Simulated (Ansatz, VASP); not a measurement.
# Ti (Titanium): VASP beside Ansatz

Aim: how closely do two programs agree when they are given the same cell, functional and k mesh? The cell is taken from a series of runs on this material, whose earlier steps may have relaxed, scaled, displaced or heated it; both programs get it as it stands.

Method: plane waves, with VASP 6.6.1 beside it; zone-centre phonons at PBEsol, in Ansatz 0.2.0.

## Step 1: The structure

Symmetry: P6_3/mmc, No. 194, hexagonal system. Conventional cell: a = 2.839 Å, b = 2.839 Å, c = 4.501 Å, α = 90.00°, β = 90.00°, γ = 120.00°. Ti has 12 Ti at 2.78 to 2.84 Å nearest.

## Step 2: VASP: zone-centre phonons, PBEsol

Second derivatives magnify differences that forces hide, and they need a tight electronic threshold.

Lines of VASP's logs that name or quote its potential files are left out, and so is its time.

INCAR reads:

```
SYSTEM = Ti
PREC = Accurate
ENCUT = 500
EDIFF = 1E-08
NELM = 120
ISMEAR = 1
SIGMA = 0.2
LREAL = .FALSE.
ALGO = Normal
GGA = PS
NBANDS = 18
LASPH = .TRUE.
LORBIT = 11
LWAVE = .FALSE.
LCHARG = .FALSE.
ISIF = 2
IBRION = 8
GGA_COMPAT = .FALSE.
KPAR = 2
```

POSCAR reads:

```
Ti
1.0
    2.8392787178      0.0000000000      0.0000000000
   -1.4196393589      2.4588874981      0.0000000000
    0.0000000000      0.0000000000      4.5012553565
Ti
2
Direct
    0.3333333334      0.6666666668      0.2500000000
    0.6666666668      0.3333333334      0.7500000000
```

KPOINTS reads:

```
Automatic mesh
0
Gamma
18 18 12
0 0 0
```

Potentials, in the order of the species: Ti_sv (PBE family, release 64).

Started as:

```sh
$ mpirun -np 2 vasp_std
```

Numbers of over 12 decimals in the logs are rounded to 6 here.

Log:

```text
[banner, memory and clock lines left out]
running    2 mpi-ranks, on    1 nodes
 distrk:  each k-point on    1 cores,    2 groups
 distr:  one band on    1 cores,    1 groups

 POSCAR found type information on POSCAR Ti
 POSCAR found :  1 types and       2 ions
|                                                                             |
|               ----> ADVICE to this user running VASP <----                  |
|                                                                             |
|     You enforced a specific xc type in the INCAR file but a different       |
|     [... a line on the potential file left out ...]
|     I HOPE YOU KNOW WHAT YOU ARE DOING!                                     |
|                                                                             |

 LDA part: xc-table for (Slater+PW92), standard interpolation
 POSCAR, INCAR and KPOINTS ok, starting setup
 FFT: planning ... GRIDC
 FFT: planning ... GRID_SOFT
 FFT: planning ... GRID
 WAVECAR not read
 entering main loop
       N       E                     dE             d eps       ncg     rms          rms(c)
DAV:   1     0.252696918528E+03    0.25270E+03   -0.13030E+04  9324   0.166E+03
DAV:   2     0.107358256477E+02   -0.24196E+03   -0.23870E+03  9512   0.450E+02
DAV:   3    -0.175493795795E+02   -0.28285E+02   -0.27956E+02 17588   0.127E+02
DAV:   4    -0.185941570022E+02   -0.10448E+01   -0.10433E+01 10694   0.258E+01
DAV:   5    -0.186430166346E+02   -0.48860E-01   -0.48851E-01 14318   0.398E+00    0.138E+01
DAV:   6    -0.166268615418E+02    0.20162E+01   -0.69436E+00 11082   0.287E+01    0.369E+00
DAV:   7    -0.166046842888E+02    0.22177E-01   -0.89325E-01 14114   0.746E+00    0.216E+00
DAV:   8    -0.166408527699E+02   -0.36168E-01   -0.26015E-01 10670   0.614E+00    0.842E-01
DAV:   9    -0.166304049948E+02    0.10448E-01   -0.57055E-02 10758   0.268E+00    0.864E-02
DAV:  10    -0.166309413542E+02   -0.53636E-03   -0.38258E-03 13500   0.421E-01    0.964E-02
DAV:  11    -0.166309564494E+02   -0.15095E-04   -0.22112E-04 11904   0.128E-01    0.417E-02
DAV:  12    -0.166309452475E+02    0.11202E-04   -0.46795E-05 11130   0.667E-02    0.288E-03
DAV:  13    -0.166309448359E+02    0.41159E-06   -0.20248E-06 12584   0.106E-02    0.221E-03
DAV:  14    -0.166309450133E+02   -0.17737E-06   -0.33777E-07 10348   0.477E-03    0.898E-04
DAV:  15    -0.166309451340E+02   -0.12076E-06   -0.50971E-08 11240   0.123E-03    0.719E-05
DAV:  16    -0.166309451294E+02    0.46689E-08   -0.90905E-10  5286   0.277E-04
   1 F= -.16630945E+02 E0= -.16632213E+02  d E =0.380429E-02
 Linear response reoptimize wavefunctions to high precision
DAV:   1    -0.166309451216E+02    0.77912E-08   -0.26140E-10  5556   0.171E-04
DAV:   2    -0.166309451216E+02   -0.23647E-10   -0.83672E-11  5186   0.737E-05
 Linear response DOF=           2
 Linear response progress:
  Degree of freedom:   1/  2
       N       E                     dE             d eps       ncg     rms          rms(c)
RMM:   1    -0.552798801323E+00   -0.55280E+00    0.28911E+01 41474   0.144E+02
RMM:   2    -0.526790127097E+00    0.26009E-01   -0.33593E-01 75675   0.475E+00    0.298E-01
RMM:   3    -0.523930596277E+00    0.28595E-02   -0.20306E-02 84190   0.126E+00    0.134E-01
RMM:   4    -0.524389045448E+00   -0.45845E-03   -0.76848E-03 99014   0.544E-01    0.190E-02
RMM:   5    -0.525030854741E+00   -0.64181E-03   -0.17594E-03104486   0.215E-01    0.105E-02
RMM:   6    -0.525531265756E+00   -0.50041E-03   -0.69548E-04102013   0.106E-01    0.108E-02
RMM:   7    -0.525860761182E+00   -0.32950E-03   -0.13978E-04 97342   0.513E-02    0.430E-03
RMM:   8    -0.526126744779E+00   -0.26598E-03   -0.47783E-05101095   0.289E-02    0.104E-03
RMM:   9    -0.526146010890E+00   -0.19266E-04   -0.17306E-05106531   0.151E-02    0.638E-04
RMM:  10    -0.526161463442E+00   -0.15453E-04   -0.49978E-06104511   0.814E-03    0.205E-04
RMM:  11    -0.526175174629E+00   -0.13711E-04   -0.10971E-05105320   0.469E-03    0.185E-04
RMM:  12    -0.526171826733E+00    0.33479E-05   -0.41114E-06103955   0.272E-03    0.437E-05
RMM:  13    -0.526168104580E+00    0.37222E-05   -0.67710E-06103690   0.179E-03    0.114E-04
RMM:  14    -0.526174342853E+00   -0.62383E-05   -0.41325E-06 95876   0.126E-03    0.491E-05
RMM:  15    -0.526172612988E+00    0.17299E-05   -0.47089E-06104905   0.894E-04    0.200E-05
RMM:  16    -0.526172330035E+00    0.28295E-06   -0.25755E-06105972   0.667E-04    0.340E-05
RMM:  17    -0.526172555044E+00   -0.22501E-06   -0.30315E-06 99037   0.526E-04    0.225E-05
RMM:  18    -0.526172679818E+00   -0.12477E-06   -0.18066E-06105173   0.433E-04    0.194E-05
RMM:  19    -0.526172901076E+00   -0.22126E-06   -0.18430E-06100271   0.364E-04    0.164E-05
RMM:  20    -0.526172912449E+00   -0.11373E-07   -0.12760E-06107096   0.318E-04    0.169E-05
RMM:  21    -0.526172918987E+00   -0.65385E-08   -0.11456E-06103271   0.280E-04    0.189E-05
 first order change of Fermi-energy   0.67661E-04
 force on displaced ion       1 direction 1 :  -1.316  -0.000   0.000
 Linear response progress:
  Degree of freedom:   2/  2
       N       E                     dE             d eps       ncg     rms          rms(c)
RMM:   1    -0.666959399665E+00   -0.66696E+00    0.31986E+01 14260   0.145E+02
RMM:   2    -0.627422030154E+00    0.39537E-01   -0.34190E-01 26461   0.481E+00    0.311E-01
RMM:   3    -0.625508179429E+00    0.19139E-02   -0.25552E-02 28747   0.133E+00    0.138E-01
RMM:   4    -0.626888114439E+00   -0.13799E-02   -0.97534E-03 33030   0.586E-01    0.442E-02
RMM:   5    -0.627390489719E+00   -0.50238E-03   -0.21792E-03 31442   0.249E-01    0.229E-02
RMM:   6    -0.627952082711E+00   -0.56159E-03   -0.89188E-04 34480   0.133E-01    0.112E-02
RMM:   7    -0.628232392577E+00   -0.28031E-03   -0.13912E-04 34933   0.585E-02    0.799E-03
RMM:   8    -0.628837224219E+00   -0.60483E-03   -0.43300E-05 30632   0.361E-02    0.337E-03
RMM:   9    -0.628838450405E+00   -0.12262E-05   -0.60850E-06 34243   0.183E-02    0.151E-03
RMM:  10    -0.628799397692E+00    0.39053E-04   -0.15659E-05 34392   0.104E-02    0.364E-04
RMM:  11    -0.628802800115E+00   -0.34024E-05   -0.30925E-06 35946   0.587E-03    0.298E-04
RMM:  12    -0.628811117514E+00   -0.83174E-05   -0.67296E-06 34900   0.367E-03    0.128E-04
RMM:  13    -0.628817425215E+00   -0.63077E-05   -0.16734E-06 35274   0.250E-03    0.121E-04
RMM:  14    -0.628815059614E+00    0.23656E-05   -0.26326E-06 35051   0.175E-03    0.263E-05
RMM:  15    -0.628815205237E+00   -0.14562E-06   -0.14912E-06 36362   0.131E-03    0.264E-05
RMM:  16    -0.628815325861E+00   -0.12062E-06   -0.19196E-06 36181   0.101E-03    0.362E-05
RMM:  17    -0.628814819440E+00    0.50642E-06   -0.11698E-06 34708   0.845E-04    0.441E-05
RMM:  18    -0.628814940138E+00   -0.12070E-06   -0.13240E-06 34792   0.718E-04    0.463E-05
RMM:  19    -0.628815069780E+00   -0.12964E-06   -0.10176E-06 35847   0.627E-04    0.481E-05
RMM:  20    -0.628815107327E+00   -0.37547E-07   -0.10680E-06 33575   0.562E-04    0.548E-05
RMM:  21    -0.628815243780E+00   -0.13645E-06   -0.89337E-07 30621   0.523E-04    0.491E-05
 first order change of Fermi-energy  -0.18661E-03
 force on displaced ion       1 direction 3 :   0.000  -0.000  -4.706
 Linear response finished
```

From OUTCAR (step 2):

```text
ion  position               nearest neighbor table
   1  0.333  0.667  0.250-   2 2.78   2 2.78   2 2.78   2 2.78   2 2.78   2 2.78
   2  0.667  0.333  0.750-   1 2.78   1 2.78   1 2.78   1 2.78   1 2.78   1 2.78

  LATTYP: Found a hexagonal cell.
 ALAT       =     2.8392787178
 C/A-ratio  =     1.5853517051

 Subroutine GETGRP returns: Found 24 space group operations
 (whereof 12 operations were pure point group operations)

The static configuration has the point symmetry D_3d.
 The point group associated with its full space group is D_6h.

 Found    259 irreducible k-points:

   k-points           NKPTS =    259   k-points in BZ     NKDIM =    259   number of bands    NBANDS=     18

   dimension x,y,z NGX =    24 NGY =   24 NGZ =   36
   dimension x,y,z NGXF=    48 NGYF=   48 NGZF=   72

   ENCUT  =  500.0 eV  36.75 Ry    6.06 a.u.   5.18  5.18  8.21*2*pi/ulx,y,z

   NELECT =      24.0000    total number of electrons

 k-points in reciprocal lattice and weights: Automatic mesh
   0.00000000  0.00000000  0.00000000       0.000
   0.05555556  0.00000000  0.00000000       0.002
   0.11111111  0.00000000  0.00000000       0.002
   0.16666667  0.00000000  0.00000000       0.002
   0.22222222  0.00000000  0.00000000       0.002
   0.27777778  0.00000000  0.00000000       0.002
   0.33333333  0.00000000  0.00000000       0.002
   0.38888889  0.00000000  0.00000000       0.002
   0.44444444  0.00000000  0.00000000       0.002
[...]
0.33333333  0.27777778  0.50000000       0.003
   0.33333333  0.33333333  0.50000000       0.001

 average (electrostatic) potential at core
       1 -70.9634       2 -70.9634

  Total        1.5281676      1.5281676      1.5283644     -0.0000000      0.0000000      0.0000000
  in kB       77.9114415     77.9114415     77.9214716     -0.0000000      0.0000000      0.0000000
  external PRESSURE =      77.9147849 kB  Pullay stress =       0.0000000 kB

  energy-cutoff  :      500.00
  volume of cell :       31.43
      direct lattice vectors                 reciprocal lattice vectors
     2.839278718  0.000000000  0.000000000     0.352202126  0.203343992  0.000000000
    -1.419639359  2.458887498  0.000000000     0.000000000  0.406687984  0.000000000
     0.000000000  0.000000000  4.501255356     0.000000000  0.000000000  0.222160247

 POSITION                                       TOTAL-FORCE (eV/Angst)
 -----------------------------------------------------------------------------------
      0.00000      1.63926      1.12531         0.000000      0.000000     -0.000000
      1.41964      0.81963      3.37594        -0.000000      0.000000      0.000000
 -----------------------------------------------------------------------------------
    total drift:                               -0.000000     -0.000000      0.000000

 Eigenvectors and eigenvalues of the dynamical matrix
 ----------------------------------------------------

   1 f  =    6.931377 THz    43.551127 2PiTHz  231.205857 cm-1    28.665860 meV
             X         Y         Z           dx          dy          dz
      0.000000  1.639258  1.125314     0.000000    0.000000    0.707107
      1.419639  0.819629  3.375942    -0.000000   -0.000000   -0.707107

   2 f  =    3.665964 THz    23.033929 2PiTHz  122.283386 cm-1    15.161201 meV
             X         Y         Z           dx          dy          dz
      0.000000  1.639258  1.125314     0.000000    0.707107    0.000000
      1.419639  0.819629  3.375942     0.000000   -0.707107    0.000000

   3 f  =    3.665964 THz    23.033929 2PiTHz  122.283386 cm-1    15.161201 meV
             X         Y         Z           dx          dy          dz
      0.000000  1.639258  1.125314     0.707107    0.000000   -0.000000
      1.419639  0.819629  3.375942    -0.707107    0.000000    0.000000

   4 f  =    0.000000 THz     0.000000 2PiTHz    0.000000 cm-1     0.000000 meV
             X         Y         Z           dx          dy          dz
      0.000000  1.639258  1.125314    -0.707107    0.000000   -0.000000
      1.419639  0.819629  3.375942    -0.707107   -0.000000    0.000000

   5 f/i=    0.000000 THz     0.000000 2PiTHz    0.000001 cm-1     0.000000 meV
             X         Y         Z           dx          dy          dz
      0.000000  1.639258  1.125314     0.000000   -0.667246    0.234057
      1.419639  0.819629  3.375942     0.000000   -0.667246    0.234057

   6 f/i=    0.000000 THz     0.000000 2PiTHz    0.000002 cm-1     0.000000 meV
             X         Y         Z           dx          dy          dz
      0.000000  1.639258  1.125314    -0.000000    0.234057    0.667246
      1.419639  0.819629  3.375942    -0.000000    0.234057    0.667246

 ELASTIC MODULI CONTR FROM IONIC RELAXATION (kBar)
 Direction    XX          YY          ZZ          XY          YZ          ZX
 --------------------------------------------------------------------------------
 XX        -209.8191    209.8191     -0.0000     -0.0000     -0.0000      0.0000
 YY         209.8191   -209.8191     -0.0000      0.0000     -0.0000      0.0000
 ZZ          -0.0000     -0.0000     -0.0000     -0.0000     -0.0000      0.0000
 XY          -0.0000      0.0000     -0.0000   -209.8191     -0.0000      0.0000
 YZ          -0.0000     -0.0000     -0.0000     -0.0000     -0.0000      0.0000
 ZX           0.0000      0.0000      0.0000      0.0000      0.0000      0.0000
 --------------------------------------------------------------------------------
```

(Continued in part 2 of 2.)

[Lines on the potential files, build, host, timing and source positions are cut from VASP's logs without a mark.]

[Logs are printed without paths, hosts, clocks, repeated set-up lines and the standing remarks that a program may print on its own settings, such as how far it seeks lower states.]

[Hosts, paths, dates, database ids (printed as entryN), source tags and the programs' standing remarks are cut or masked in the printed files.]
